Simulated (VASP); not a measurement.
Given:

```
SrCl2
1.0
    0.00000     3.49000     3.49000
    3.49000     0.00000     3.49000
    3.49000     3.49000     0.00000
Sr Cl
1 2
Direct
  0.00000   0.00000   0.00000
  0.25000   0.25000   0.25000
  0.75000   0.75000   0.75000
```

Computed with PBE GGA with D4 dispersion, VASP's PBE PAW potentials (set 64) (plane waves; VASP 6.6.1). Settings: 520 eV cut-off, Gaussian smearing of 0.050 eV, potentials Sr_sv Cl.

Task: Give the energies of bands 7 to 15 at the high-symmetry points, in eV from the valence-band maximum.

Result: 
| band | Γ | X | U | L | W |
|---|---|---|---|---|---|
| 7 | -2.12 | -2.75 | -2.55 | -1.56 | -2.46 |
| 8 | -2.12 | -1.87 | -1.91 | -1.56 | -2.22 |
| 9 | -2.12 | -1.87 | -1.72 | -1.49 | -1.21 |
| 10 | -0.34 | -0.40 | -0.71 | -1.32 | -1.21 |
| 11 | -0.34 | -0.40 | -0.54 | -1.05 | -0.32 |
| 12 | -0.34 | 0.00 | -0.11 | -1.05 | -0.10 |
| 13 | 5.33 | 5.51 | 5.95 | 6.71 | 6.23 |
| 14 | 6.10 | 7.04 | 7.12 | 6.71 | 7.00 |
| 15 | 6.10 | 7.60 | 7.32 | 7.50 | 7.22 |

The gap is indirect, 5.33 eV, from the valence maximum at X to the conduction minimum at Γ.

Measured: gap 7.50 eV (computed value off by -2.17 eV), as given by Andrés Aguado et al., Journal of the Physical Society of Japan (1999), arXiv:cond-mat/9901145.

The compound is SrCl2 in the fluorite structure. The cell was not relaxed at this level.
